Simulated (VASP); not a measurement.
Calculation: rev-vdW-DF2, VASP's PBE PAW potentials (set 64) (plane waves; VASP).

VASP ran on this input.

POSCAR:
```
Sb
1.0
  3.9714799984  -2.1851514448  -0.0136554259
  3.9714799984   2.1851514448  -0.0136554259
  2.7815387890   0.0000000000   3.5792131819
Sb
2
Cart
  2.5121897126  -0.0000000000   0.8320251298
  8.2123090732  -0.0000000000   2.7198772003
```

**KPOINTS**
```
Automatic mesh
0
Gamma
8 8 8
0 0 0
```

### INCAR
```
SYSTEM = Sb
PREC = Accurate
ENCUT = 520
EDIFF = 1E-7
NELM = 100
ALGO = Normal
LREAL = .FALSE.
LASPH = .TRUE.
ISMEAR = -5
GGA = MK
PARAM1 = 0.1234568
PARAM2 = 0.7114
ZAB_VDW = -1.8867
LUSE_VDW = .TRUE.
AGGAC = 0.0
LMAXMIX = 4
LWAVE = .FALSE.
LCHARG = .TRUE.
LORBIT = 11
NEDOS = 601
ISIF = 2
```

POTCAR, in this order: Sb (PBE.64 set). Program: vasp_std.

Unless said otherwise, spin-orbit coupling is left out, though it shifts the bands of the heavy elements here.

### Question
Predict the energy per atom (σ→0), band gap (on the k-mesh).

### Answer

| Property | Value |
|---|---|
| energy per atom (σ→0) | -2.463 eV/atom |
| band gap (on the k-mesh) | none (metal, semimetal or under 0.01 eV) |

File OSZICAR:
```
...
DAV:   5    -0.492654703742E+01   -0.11956E-03   -0.11871E-03  1339   0.297E-01    0.255E+00
DAV:   6    -0.492582420670E+01    0.72283E-03   -0.31324E-03  1299   0.478E-01    0.155E+00
DAV:   7    -0.492601486490E+01   -0.19066E-03   -0.76487E-03  1234   0.740E-01    0.782E-02
DAV:   8    -0.492609361825E+01   -0.78753E-04   -0.15983E-04  1242   0.107E-01    0.194E-02
DAV:   9    -0.492610612556E+01   -0.12507E-04   -0.20679E-05  1354   0.394E-02    0.554E-03
DAV:  10    -0.492610613579E+01   -0.10235E-07   -0.24956E-06  1362   0.103E-02    0.859E-04
DAV:  11    -0.492610612740E+01    0.83880E-08   -0.17654E-07  1076   0.320E-03
   1 F= -.49261061E+01 E0= -.49261061E+01  d E =0.000000E+00
```

The compound is Sb in the a7 structure. It was relaxed first.
